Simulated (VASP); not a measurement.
Here is the system:

```yaml
crystal:
  lattice:
    - [4.60893, 0.00000, 0.00000]
    - [-2.30446, 3.99145, 0.00000]
    - [0.00000, 0.00000, 5.36853]
  atoms:
    - { symbol: Zr, position: [0.33333, 0.66667, 0.93750] }
    - { symbol: Zr, position: [0.66667, 0.33333, 0.43750] }
    - { symbol: As, position: [0.33333, 0.66667, 0.43750] }
    - { symbol: As, position: [0.66667, 0.33333, 0.93750] }
```

Calculation: r2SCAN meta-GGA, VASP's PBE PAW potentials (set 64) (plane waves; VASP 6.6.1). Numerical set-up: 400 eV cut-off, 9×9×7 Γ-centred mesh, tetrahedra with Blöchl corrections, potentials Zr_sv As.

The cores are frozen, which limits the accuracy of field gradients.

Q: Give the principal components of the electric field gradient (V/Å²) and the asymmetry η at each nucleus.

A: 
```csv
atom,Vxx,Vyy,Vzz,η
Zr1,28.2,28.2,-56.4,0.00
Zr2,28.2,28.2,-56.4,0.00
As3,-6.1,-6.1,12.3,0.00
As4,-6.1,-6.1,12.3,0.00
```

The structure was generated: ZrAs was put into the wurtzite type (P6_3mc), which need not be its known phase. It was relaxed first, which changed the volume by -37 %. The relaxed cell has space group P6_3/mmc.
